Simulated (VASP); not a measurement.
# G0W0 gap of SiC (Moissanite 3C) against strain, part 3 of 4

Wanted: the deformation potential of the gap of SiC (Moissanite 3C), from G0W0. The cell is of the zinc-blende type, one of the forms listed for this formula, which need not be the common one. The start is a cell from a database of measured crystal structures.

VASP 6.6.1, plane waves and PAW; the level of theory is named at each step.

So far, quasiparticle gap on the mesh (eV): step 4 (G0W0) 2.15. Also gap on the k-mesh (eV): step 3 (empty bands) 1.35; step 5 (ground state of a strained cell, scale 0.94) 1.29.

## 7. G0W0, scale 0.94

This step: G0W0 on PBE; plane waves and PAW (Si_GW, C_GW) (VASP 6.6.1).

G0W0 on the strained cell, with unchanged settings.

Contents of INCAR:

```
SYSTEM = SiC
PREC = Accurate
ENCUT = 440
ISMEAR = 0
SIGMA = 0.01
LREAL = .FALSE.
GGA = PE
NBANDS = 88
ALGO = EVGW0
NELMGW = 1
ENCUTGW = 150
NOMEGA = 48
PRECFOCK = Fast
NBANDSGW = 16
LWAVE = .FALSE.
LCHARG = .FALSE.
```

Contents of POSCAR:

```
SiC
1.0
    0.0000000000      2.1345181309      2.1345181309
    2.1345181309      0.0000000000      2.1345181309
    2.1345181309      2.1345181309      0.0000000000
Si C
1 1
Direct
    0.0000000000      0.0000000000      0.0000000000
    0.7500000000      0.7500000000      0.7500000000
```

Contents of KPOINTS:

```
Automatic mesh
0
Gamma
6 6 6
0 0 0
```

The projector-augmented-wave data sets are Si_GW and C_GW (PBE family, release 64).

Started as:

```bash
$ mpirun -np 8 vasp_std
```

The program printed:

```text
[banner, memory and clock lines left out]
running    8 mpi-ranks, on    1 nodes
[...]
[... a notice as in an earlier step ...]

 [... a notice as in an earlier step ...]

 LDA part: xc-table for (Slater+PW92), standard interpolation
 found WAVECAR, reading the header
 POSCAR, INCAR and KPOINTS ok, starting setup
[...]
reading WAVECAR
 the WAVECAR file was read successfully
 initial charge from wavefunction
 available memory per node:     22.82 GB, setting MAXMEM to     23366

 The Fermi energy was updated, please check that it is located mid-gap
 values below the HOMO (VB) or above the LUMO (CB) will cause erroneous energies
 E-fermi :   9.1122

 calculate exact exchange contribution
 the WAVEDER file was read successfully
energies w=
    0.000    0.000    0.581    0.000    1.160    0.000    1.735    0.000
    2.302    0.000    2.862    0.000    3.412    0.000    3.952    0.000
    4.482    0.000    5.002    0.000    5.513    0.000    6.015    0.000
[...]
total number of BLAS operations        253.46 Gflops
NQ=  12   -0.3333    0.3333    0.0000,
|.........|.........|.........|.........|.........|.........|.........|.........
 performed       5586000 updates of chi_q(r,r)
 total number of BLAS operations        281.48 Gflops
NQ=  13    0.5000    0.5000    0.0000,
|.........|.........|.........|.........|.........|.........|.........|.........
 performed       5860000 updates of chi_q(r,r)
 total number of BLAS operations        300.07 Gflops
NQ=  14    0.5000    0.3333    0.1667,
|.........|.........|.........|.........|.........|.........|.........|.........
 performed       6568000 updates of chi_q(r,r)
 total number of BLAS operations        340.06 Gflops
NQ=  15   -0.3333    0.3333    0.1667,
|.........|.........|.........|.........|.........|.........|.........|.........
 performed       7231000 updates of chi_q(r,r)
 total number of BLAS operations        375.74 Gflops
NQ=  16   -0.3333    0.5000    0.1667,
|.........|.........|.........|.........|.........|.........|.........|.........
 performed       7767000 updates of chi_q(r,r)
 total number of BLAS operations        403.21 Gflops
 resolving degeneracies of screened two electron integrals

 calculate QP shifts <psi_nk| G(iteration)W_0 |psi_nk>: iteration 1
 entering main loop
```

It took 26 s on 8 MPI ranks of Intel Xeon 6975P-C (Granite Rapids), shared host; peak memory 1.3 GiB.

From OUTCAR (step 7):

```text
 QP shifts <psi_nk| G(iteration)W_0 |psi_nk>: iteration 1
 for sc-GW calculations column KS-energies equals QP-energies in previous step
 and V_xc(KS)=  KS-energies - (<T + V_ion + V_H > + <T+V_H+V_ion>^1  + <V_x>^1)
 k-point   1 :       0.0000    0.0000    0.0000
  band No.  KS-energies  QP-energies   sigma(KS)   V_xc(KS)     V^pw_x(r,r')   Z            occupation Imag(sigma)
      1      -7.4398      -8.5882     -14.4649     -12.8937     -22.0140       0.7309       2.0000       1.4671
      2       8.4680       7.8477     -15.7843     -14.9993     -17.7225       0.7901       2.0000       0.1016
      3       8.4680       7.8477     -15.7843     -14.9993     -17.7225       0.7901       2.0000       0.1016
      4       8.4680       7.8477     -15.7843     -14.9993     -17.7225       0.7901       2.0000       0.1016
      5      15.4215      15.9500     -12.5909     -13.2676      -7.3078       0.7810       0.0000      -0.1060
      6      16.2090      16.8043     -10.9801     -11.7283      -5.8476       0.7957       0.0000      -0.0960
      7      16.2090      16.8043     -10.9801     -11.7283      -5.8476       0.7957       0.0000      -0.0960
      8      16.2090      16.8043     -10.9801     -11.7283      -5.8476       0.7957       0.0000      -0.0960
    ...

[... 2 parts as in an earlier step ...]

[... 1 further part left out ...]
[key lines of the parts left out:]
E-fermi :   9.1122
```

The gap is now 2.130 eV, -23 meV against the unstrained cell.

## 8. Ground state of a strained cell, scale 0.97

This step: PBE; plane waves and PAW (Si_GW, C_GW) (VASP 6.6.1).

The volume is scaled by 0.97, at the same cutoff, mesh and band count, and the chain is run again.

Contents of INCAR:

```
SYSTEM = SiC
PREC = Accurate
ENCUT = 440
EDIFF = 1E-08
NELM = 100
ISMEAR = 0
SIGMA = 0.01
LREAL = .FALSE.
ALGO = Normal
GGA = PE
NBANDS = 10
LORBIT = 11
LWAVE = .TRUE.
LCHARG = .FALSE.
KPAR = 8
```

Contents of POSCAR:

```
SiC
1.0
    0.0000000000      2.1569883941      2.1569883941
    2.1569883941      0.0000000000      2.1569883941
    2.1569883941      2.1569883941      0.0000000000
Si C
1 1
Direct
    0.0000000000      0.0000000000      0.0000000000
    0.7500000000      0.7500000000      0.7500000000
```

KPOINTS is that of step 7.

Started as:

```bash
$ mpirun -np 8 vasp_std
```

The program printed:

```text
[... set-up lines as in an earlier step ...]
 entering main loop
       N       E                     dE             d eps       ncg     rms          rms(c)
DAV:   1     0.447093168346E+01    0.44709E+01   -0.47265E+03   358   0.750E+02
DAV:   2    -0.164455569698E+02   -0.20916E+02   -0.19287E+02   500   0.131E+02
DAV:   3    -0.169645549933E+02   -0.51900E+00   -0.51765E+00   394   0.167E+01
DAV:   4    -0.169740251110E+02   -0.94701E-02   -0.94597E-02   416   0.264E+00
[...]
DAV:  12    -0.150051166899E+02   -0.43097E-06   -0.10951E-06   392   0.102E-02    0.621E-04
DAV:  13    -0.150051167058E+02   -0.15912E-07   -0.34977E-08   410   0.171E-03    0.223E-04
DAV:  14    -0.150051167053E+02    0.53888E-09   -0.50094E-09   218   0.565E-04
   1 F= -.15005117E+02 E0= -.15005117E+02  d E =-.930818E-12
 writing wavefunctions
```

It took 2 s on 8 MPI ranks; peak memory 1.1 GiB; 10 s of CPU time.

Parts of OUTCAR (step 8):

```text
  Total        1.1769658      1.1769658      1.1769658     -0.0000000     -0.0000000      0.0000000
  in kB       93.9509119     93.9509119     93.9509119     -0.0000000     -0.0000000      0.0000000
  external PRESSURE =      93.9509119 kB  Pullay stress =       0.0000000 kB

 POSITION                                       TOTAL-FORCE (eV/Angst)
 -----------------------------------------------------------------------------------
      0.00000      0.00000      0.00000        -0.000000     -0.000000     -0.000000
      3.23548      3.23548      3.23548         0.000000      0.000000      0.000000
 -----------------------------------------------------------------------------------
    total drift:                                0.000000      0.000000     -0.000000

  FREE ENERGIE OF THE ION-ELECTRON SYSTEM (eV)
  ---------------------------------------------------
  free  energy   TOTEN  =       -15.0051167053 eV

  energy  without entropy=      -15.0051167053  energy(sigma->0) =      -15.00511671

[... 1 part as in an earlier step ...]

[... 2 further parts left out ...]
[key lines of the parts left out:]
E-fermi :   8.1586
```

The run ends at a pressure of 9.40 GPa.

## 9. Empty bands, scale 0.97

The empty bands are made again, for the run that follows.

Contents of INCAR:

```
SYSTEM = SiC
PREC = Accurate
ENCUT = 440
ISMEAR = 0
SIGMA = 0.01
LREAL = .FALSE.
GGA = PE
NBANDS = 88
ALGO = Exact
NELM = 1
LWAVE = .TRUE.
LCHARG = .FALSE.
LOPTICS = .TRUE.
NEDOS = 1000
CSHIFT = 0.1
```

POSCAR is that of step 8.

KPOINTS is that of step 8.

Started as:

```bash
$ mpirun -np 8 vasp_std
```

The program printed:

```text
[... set-up lines as in an earlier step ...]
 entering main loop
       N       E                     dE             d eps       ncg     rms          rms(c)
DIA:   1    -0.150051167081E+02   -0.15005E+02    0.00000E+00     0   0.000E+00
   1 F= -.15005117E+02 E0= -.15005117E+02  d E =-.263588E-61
 writing wavefunctions
 optical routines
 imaginary and real dielectric function
 recalculating local potential from charge density
 direction            1
 direction            2
 direction            3
```

Elapsed: 2.2 s, on 8 MPI ranks; peak memory 0.89 GiB.

From OUTCAR (step 9):

```text
  Total        1.1769376      1.1769376      1.1769376     -0.0000000      0.0000000      0.0000000
  in kB       93.9486591     93.9486591     93.9486591     -0.0000000      0.0000000      0.0000000
  external PRESSURE =      93.9486591 kB  Pullay stress =       0.0000000 kB

 POSITION                                       TOTAL-FORCE (eV/Angst)
 -----------------------------------------------------------------------------------
      0.00000      0.00000      0.00000         0.000000     -0.000000      0.000000
      3.23548      3.23548      3.23548        -0.000000      0.000000     -0.000000
 -----------------------------------------------------------------------------------
    total drift:                                0.000000      0.000000     -0.000000

  FREE ENERGIE OF THE ION-ELECTRON SYSTEM (eV)
  ---------------------------------------------------
  free  energy   TOTEN  =       -15.0051167081 eV

  energy  without entropy=      -15.0051167081  energy(sigma->0) =      -15.00511671

[... 2 parts as in an earlier step ...]

[... 1 further part left out ...]
[key lines of the parts left out:]
E-fermi :   8.2310
```

## 10. G0W0, scale 0.97

This step: G0W0 on PBE; plane waves and PAW (Si_GW, C_GW) (VASP 6.6.1).

Contents of INCAR:

```
SYSTEM = SiC
PREC = Accurate
ENCUT = 440
ISMEAR = 0
SIGMA = 0.01
LREAL = .FALSE.
GGA = PE
NBANDS = 88
ALGO = EVGW0
NELMGW = 1
ENCUTGW = 150
NOMEGA = 48
PRECFOCK = Fast
NBANDSGW = 16
LWAVE = .FALSE.
LCHARG = .FALSE.
```

POSCAR is that of step 9.

KPOINTS is that of step 9.

Started as:

```bash
$ mpirun -np 8 vasp_std
```

The program printed:

```text
[banner, memory and clock lines left out]
running    8 mpi-ranks, on    1 nodes
[...]
[... a notice as in an earlier step ...]

 [... a notice as in an earlier step ...]

 LDA part: xc-table for (Slater+PW92), standard interpolation
 found WAVECAR, reading the header
 POSCAR, INCAR and KPOINTS ok, starting setup
[...]
reading WAVECAR
 the WAVECAR file was read successfully
 initial charge from wavefunction
 available memory per node:     23.24 GB, setting MAXMEM to     23794

 The Fermi energy was updated, please check that it is located mid-gap
 values below the HOMO (VB) or above the LUMO (CB) will cause erroneous energies
 E-fermi :   8.7751

 calculate exact exchange contribution
 the WAVEDER file was read successfully
energies w=
    0.000    0.000    0.575    0.000    1.147    0.000    1.714    0.000
    2.275    0.000    2.828    0.000    3.372    0.000    3.905    0.000
    4.429    0.000    4.943    0.000    5.448    0.000    5.944    0.000
[...]
total number of BLAS operations        266.06 Gflops
NQ=  12   -0.3333    0.3333    0.0000,
|.........|.........|.........|.........|.........|.........|.........|.........
 performed       5586000 updates of chi_q(r,r)
 total number of BLAS operations        299.88 Gflops
NQ=  13    0.5000    0.5000    0.0000,
|.........|.........|.........|.........|.........|.........|.........|.........
 performed       5860000 updates of chi_q(r,r)
 total number of BLAS operations        318.48 Gflops
NQ=  14    0.5000    0.3333    0.1667,
|.........|.........|.........|.........|.........|.........|.........|.........
 performed       6568000 updates of chi_q(r,r)
 total number of BLAS operations        358.47 Gflops
NQ=  15   -0.3333    0.3333    0.1667,
|.........|.........|.........|.........|.........|.........|.........|.........
 performed       7231000 updates of chi_q(r,r)
 total number of BLAS operations        399.56 Gflops
NQ=  16   -0.3333    0.5000    0.1667,
|.........|.........|.........|.........|.........|.........|.........|.........
 performed       7767000 updates of chi_q(r,r)
 total number of BLAS operations        432.80 Gflops
 resolving degeneracies of screened two electron integrals

 calculate QP shifts <psi_nk| G(iteration)W_0 |psi_nk>: iteration 1
 entering main loop
```

It took 26 s on 8 MPI ranks; peak memory 1.3 GiB.

From OUTCAR (step 10):

```text
 QP shifts <psi_nk| G(iteration)W_0 |psi_nk>: iteration 1
 for sc-GW calculations column KS-energies equals QP-energies in previous step
 and V_xc(KS)=  KS-energies - (<T + V_ion + V_H > + <T+V_H+V_ion>^1  + <V_x>^1)
 k-point   1 :       0.0000    0.0000    0.0000
  band No.  KS-energies  QP-energies   sigma(KS)   V_xc(KS)     V^pw_x(r,r')   Z            occupation Imag(sigma)
      1      -7.5396      -8.6622     -14.3612     -12.8132     -21.8506       0.7252       2.0000       1.4385
      2       8.1159       7.5076     -15.6734     -14.9014     -17.5733       0.7880       2.0000       0.1003
      3       8.1159       7.5076     -15.6734     -14.9014     -17.5733       0.7880       2.0000       0.1003
      4       8.1159       7.5076     -15.6734     -14.9014     -17.5733       0.7880       2.0000       0.1003
      5      14.6966      15.2212     -12.5495     -13.2219      -7.3495       0.7802       0.0000      -0.1010
      6      15.6270      16.2058     -10.9026     -11.6319      -5.8014       0.7936       0.0000      -0.0959
      7      15.6270      16.2058     -10.9026     -11.6319      -5.8014       0.7936       0.0000      -0.0959
      8      15.6270      16.2058     -10.9026     -11.6319      -5.8014       0.7936       0.0000      -0.0959
    ...

[... 2 parts as in an earlier step ...]

[... 1 further part left out ...]
[key lines of the parts left out:]
E-fermi :   8.7751
```

The gap is now 2.143 eV, -10 meV against the unstrained cell.

## 11. Ground state of a strained cell, scale 1.03

This step: PBE; plane waves and PAW (Si_GW, C_GW) (VASP 6.6.1).

The volume is scaled by 1.03, at the same cutoff, mesh and band count, and the chain is run again.

Contents of INCAR:

```
SYSTEM = SiC
PREC = Accurate
ENCUT = 440
EDIFF = 1E-08
NELM = 100
ISMEAR = 0
SIGMA = 0.01
LREAL = .FALSE.
ALGO = Normal
GGA = PE
NBANDS = 10
LORBIT = 11
LWAVE = .TRUE.
LCHARG = .FALSE.
KPAR = 8
```

Contents of POSCAR:

```
SiC
1.0
    0.0000000000      2.2005756606      2.2005756606
    2.2005756606      0.0000000000      2.2005756606
    2.2005756606      2.2005756606      0.0000000000
Si C
1 1
Direct
    0.0000000000      0.0000000000      0.0000000000
    0.7500000000      0.7500000000      0.7500000000
```

KPOINTS is that of step 10.

Started as:

```bash
$ mpirun -np 8 vasp_std
```

The program printed:

```text
[... set-up lines as in an earlier step ...]
 entering main loop
       N       E                     dE             d eps       ncg     rms          rms(c)
DAV:   1     0.290361202428E+01    0.29036E+01   -0.46157E+03   394   0.774E+02
DAV:   2    -0.163484747864E+02   -0.19252E+02   -0.18184E+02   466   0.133E+02
DAV:   3    -0.168246219055E+02   -0.47615E+00   -0.47501E+00   382   0.155E+01
DAV:   4    -0.168323499484E+02   -0.77280E-02   -0.77259E-02   440   0.243E+00
[...]
DAV:  12    -0.150343333215E+02   -0.46712E-06   -0.12680E-06   392   0.108E-02    0.599E-04
DAV:  13    -0.150343333527E+02   -0.31199E-07   -0.40598E-08   422   0.182E-03    0.218E-04
DAV:  14    -0.150343333445E+02    0.81917E-08   -0.48965E-09   232   0.558E-04
   1 F= -.15034333E+02 E0= -.15034333E+02  d E =-.311372E-11
 writing wavefunctions
```

It took 2 s on 8 MPI ranks; peak memory 1 GiB; 11 s of CPU time.

From OUTCAR (step 11):

```text
  Total       -0.5426361     -0.5426361     -0.5426361      0.0000000      0.0000000     -0.0000000
  in kB      -40.7925060    -40.7925060    -40.7925060      0.0000000      0.0000000     -0.0000000
  external PRESSURE =     -40.7925060 kB  Pullay stress =       0.0000000 kB

 POSITION                                       TOTAL-FORCE (eV/Angst)
 -----------------------------------------------------------------------------------
      0.00000      0.00000      0.00000         0.000000      0.000000     -0.000000
      3.30086      3.30086      3.30086        -0.000000     -0.000000      0.000000
 -----------------------------------------------------------------------------------
    total drift:                                0.000000      0.000000     -0.000000

  FREE ENERGIE OF THE ION-ELECTRON SYSTEM (eV)
  ---------------------------------------------------
  free  energy   TOTEN  =       -15.0343333445 eV

  energy  without entropy=      -15.0343333445  energy(sigma->0) =      -15.03433334

[... 1 part as in an earlier step ...]

[... 2 further parts left out ...]
[key lines of the parts left out:]
E-fermi :   7.5010
```

The run ends at a pressure of -4.08 GPa.

## 12. Empty bands, scale 1.03

The empty bands are made again, for the run that follows.

Contents of INCAR:

```
SYSTEM = SiC
PREC = Accurate
ENCUT = 440
ISMEAR = 0
SIGMA = 0.01
LREAL = .FALSE.
GGA = PE
NBANDS = 88
ALGO = Exact
NELM = 1
LWAVE = .TRUE.
LCHARG = .FALSE.
LOPTICS = .TRUE.
NEDOS = 1000
CSHIFT = 0.1
```

POSCAR is that of step 11.

KPOINTS is that of step 11.

Started as:

```bash
$ mpirun -np 8 vasp_std
```

The program printed:

```text
[... set-up lines as in an earlier step ...]
 entering main loop
       N       E                     dE             d eps       ncg     rms          rms(c)
DIA:   1    -0.150343333480E+02   -0.15034E+02    0.00000E+00     0   0.000E+00
   1 F= -.15034333E+02 E0= -.15034333E+02  d E =-.712718E-13
 writing wavefunctions
 optical routines
 imaginary and real dielectric function
 recalculating local potential from charge density
 direction            1
 direction            2
 direction            3
```

Elapsed: 2.2 s, on 8 MPI ranks; peak memory 0.88 GiB; 12 s of CPU time.

Parts of OUTCAR (step 12):

```text
  Total       -0.5426992     -0.5426992     -0.5426992     -0.0000000      0.0000000     -0.0000000
  in kB      -40.7972464    -40.7972464    -40.7972464     -0.0000000      0.0000000     -0.0000000
  external PRESSURE =     -40.7972464 kB  Pullay stress =       0.0000000 kB

 POSITION                                       TOTAL-FORCE (eV/Angst)
 -----------------------------------------------------------------------------------
      0.00000      0.00000      0.00000        -0.000000      0.000000      0.000000
      3.30086      3.30086      3.30086         0.000000     -0.000000     -0.000000
 -----------------------------------------------------------------------------------
    total drift:                                0.000000      0.000000      0.000000

  FREE ENERGIE OF THE ION-ELECTRON SYSTEM (eV)
  ---------------------------------------------------
  free  energy   TOTEN  =       -15.0343333480 eV

  energy  without entropy=      -15.0343333480  energy(sigma->0) =      -15.03433335

[... 2 parts as in an earlier step ...]

[... 1 further part left out ...]
[key lines of the parts left out:]
E-fermi :   7.5054
```

[end of part 3 of 4]

[Lines on the potential files, build, host, timing and source positions are cut from VASP's logs without a mark.]

[Logs are printed without paths, hosts, clocks, repeated set-up lines and the standing remarks that a program may print on its own settings, such as how far it seeks lower states.]

[Hosts, paths, dates, database ids (printed as entryN), source tags and the programs' standing remarks are cut or masked in the printed files.]

[Pressures printed for these runs are not shown converged in the cutoff: they can be off by several GPa and have the wrong sign.]

[In band tables of VASP the shares of atoms and orbitals are scaled to a sum of 1 inside the atoms' spheres.]
